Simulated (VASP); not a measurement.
Input for VASP

KPOINTS:
```
Automatic mesh
0
Gamma
12 12 12
0 0 0
```

INCAR:
```
SYSTEM = W
PREC = Accurate
ENCUT = 400
EDIFF = 1E-6
NELM = 100
ALGO = Normal
LREAL = .FALSE.
LASPH = .TRUE.
ISMEAR = 1
SIGMA = 0.1
GGA = PE
LMAXMIX = 6
LWAVE = .FALSE.
LCHARG = .FALSE.
ISIF = 2
NBANDS = 5
```

File POSCAR:
```
W
1
   -1.5800000000     1.5800000000     1.5800000000
    1.5800000000    -1.5800000000     1.5800000000
    1.5800000000     1.5800000000    -1.5800000000
W
1
Direct
  0.0000000000   0.0000000000   0.0000000000
```

POTCAR, in this order: W_sv (PBE.64 set). Program: vasp_std.

The run wrote:

standard output:
```
 POSCAR found type information on POSCAR W
 POSCAR found :  1 types and       1 ions
 Reading from existing POTCAR
 Reading from existing POTCAR
 LDA part: xc-table for (Slater+PW92), standard interpolation

 -----------------------------------------------------------------------------
|                                                                             |
|     EEEEEEE  RRRRRR   RRRRRR   OOOOOOO  RRRRRR      ###     ###     ###     |
|     E        R     R  R     R  O     O  R     R     ###     ###     ###     |
|     E        R     R  R     R  O     O  R     R     ###     ###     ###     |
|     EEEEE    RRRRRR   RRRRRR   O     O  RRRRRR       #       #       #      |
|     E        R   R    R   R    O     O  R   R                               |
|     E        R    R   R    R   O     O  R    R      ###     ###     ###     |
|     EEEEEEE  R     R  R     R  OOOOOOO  R     R     ###     ###     ###     |
|                                                                             |
|     The number of bands is not sufficient to hold all electrons. I am       |
|     sorry, but this calculation does not make sense. If you want to         |
|     calculate only selected states, you need to set either EFERMI or        |
|     EREF. EREF specifies around which energy states are supposed to be      |
|     calculated.                                                             |
|     I found NBANDS = 5, NELECT = 14.                                        |
|                                                                             |
|       ---->  I REFUSE TO CONTINUE WITH THIS SICK JOB ... BYE!!! <----       |
|                                                                             |
 -----------------------------------------------------------------------------
```

Question: Read the log: what went wrong, and how is it fixed?

Answer: The cause: NBANDS is too small to hold all electrons. VASP stops with an error: The number of bands is not sufficient to hold all electrons. I am sorry, but this calculation does not make sense. If you want to calculate only selected states, you need to set either EFERMI or EREF. EREF specifies around which energy states are supposed to be calculated. I found NBANDS = 5, NELECT = 14. ----> I REFUSE TO CONTINUE WITH THIS SICK JOB ... BYE!!! <---- To mend it, remove NBANDS.

The mended run (PBE GGA, plane waves, VASP's PBE PAW potentials (set 64)) converges, and its OSZICAR ends with
```
   1 F= -.12944967E+02 E0= -.12944691E+02  d E =-.829559E-03
```

The compound is W in the bcc structure. The cell was not relaxed at this level.
